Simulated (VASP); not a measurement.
Calculation: PBE GGA, VASP's PBE PAW potentials (set 64) (plane waves; VASP).

The input files of a VASP run:

**INCAR**
```
ALGO=Normal
EDIFF=1E-6
ENCUT=520
GGA=PE
ICHARG=11
ISMEAR=0
LASPH=.TRUE.
LCHARG=.FALSE.
LMAXMIX=4
LREAL=.FALSE.
LWAVE=.FALSE.
NELM=100
PREC=Accurate
SIGMA=0.05
SYSTEM=GaN
```

**KPOINTS**
```
k-points along high-symmetry lines
10
Line-mode
Reciprocal
  0.000000   0.000000   0.000000 ! GAMMA
  0.000000   0.500000   0.000000 ! M

  0.000000   0.500000   0.000000 ! M
 -0.333333   0.666667   0.000000 ! K

 -0.333333   0.666667   0.000000 ! K
  0.000000   0.000000   0.000000 ! GAMMA

  0.000000   0.000000   0.000000 ! GAMMA
  0.000000   0.000000   0.500000 ! A

  0.000000   0.000000   0.500000 ! A
  0.000000   0.500000   0.500000 ! L

  0.000000   0.500000   0.500000 ! L
 -0.333333   0.666667   0.500000 ! H

 -0.333333   0.666667   0.500000 ! H
  0.000000   0.000000   0.500000 ! A

  0.000000   0.500000   0.500000 ! L
  0.000000   0.500000   0.000000 ! M

 -0.333333   0.666667   0.500000 ! H
 -0.333333   0.666667   0.000000 ! K
```

### POSCAR
```
GaN
1
    1.6095764801    -2.7878682031     0.0000000000
    1.6095764801     2.7878682031     0.0000000000
    0.0000000000     0.0000000000     5.2396186207
Ga N
2 2
Direct
  0.6666670000   0.3333330000   0.5000411912
  0.3333330000   0.6666670000   0.0000411912
  0.6666670000   0.3333330000   0.8769588088
  0.3333330000   0.6666670000   0.3769588088
```

POTCAR, in this order: Ga_d N (PBE.64 set). Program: vasp_std. Read from the step before: CHGCAR.

The resulting files:

OSZICAR:
```
       N       E                     dE             d eps       ncg     rms          rms(c)
DAV:   1     0.271441217920E+03    0.27144E+03   -0.18552E+04  4100   0.306E+03
DAV:   2     0.110686316863E+02   -0.26037E+03   -0.25312E+03  4242   0.542E+02
DAV:   3    -0.219773570836E+02   -0.33046E+02   -0.32526E+02  4638   0.150E+02
DAV:   4    -0.232970801598E+02   -0.13197E+01   -0.13162E+01  5360   0.314E+01
DAV:   5    -0.233202509751E+02   -0.23171E-01   -0.23153E-01  4650   0.376E+00
DAV:   6    -0.233213253302E+02   -0.10744E-02   -0.10743E-02  6058   0.726E-01
DAV:   7    -0.233213376119E+02   -0.12282E-04   -0.12281E-04  4674   0.652E-02
DAV:   8    -0.233213379725E+02   -0.36061E-06   -0.36058E-06  4080   0.104E-02
   1 F= -.23321338E+02 E0= -.23321338E+02  d E =-.642378E-17
```

OUTCAR:
```
 val. band max:        5.0102382734   @ k =  -0.0000   0.0000   0.0000

 cond. band min:       6.7302283638   @ k =   0.0000   0.0000   0.0000



 k-point     1 :       0.0000    0.0000    0.0000
  band No.  band energies     occupation
      1     -10.7251      2.00000
      2      -9.9013      2.00000
      3      -8.4094      2.00000
      4      -8.3953      2.00000
      5      -8.3953      2.00000
      6      -8.3394      2.00000
      7      -8.3394      2.00000
      8      -8.1653      2.00000
      9      -8.1653      2.00000
     10      -8.0749      2.00000
     11      -8.0749      2.00000
     12      -6.8343      2.00000
     13      -1.8466      2.00000
     14       4.0117      2.00000
     15       4.0117      2.00000
     16       4.9800      2.00000
     17       5.0102      2.00000
     18       5.0102      2.00000
     19       6.7302      0.00000
     20       9.0676      0.00000
     21      14.0475      0.00000
     22      14.7330      0.00000

 k-point     2 :       0.0000    0.0556    0.0000
  band No.  band energies     occupation
      1     -10.6962      2.00000
      2      -9.8942      2.00000
      3      -8.4075      2.00000
      4      -8.3911      2.00000
      5      -8.3842      2.00000
      6      -8.3364      2.00000
      7      -8.3338      2.00000
      8      -8.1676      2.00000
      9      -8.1657      2.00000
     10      -8.0798      2.00000
     11      -8.0743      2.00000
     12      -6.8133      2.00000
     13      -1.8039      2.00000
     14       3.7745      2.00000
     15       3.9477      2.00000
     16       4.6772      2.00000
     17       4.9524      2.00000
     18       4.9836      2.00000
     19       7.0405      0.00000
     20       9.2745      0.00000
     21      13.9797      0.00000
     22      14.4808      0.00000

 k-point     3 :       0.0000    0.1111    0.0000
  band No.  band energies     occupation
      1     -10.6130      2.00000
      2      -9.8745      2.00000
...
```

The density is held fixed in this step, so its total energy and stress have no physical meaning.

The compound is GaN in the wurtzite structure. It was relaxed first.
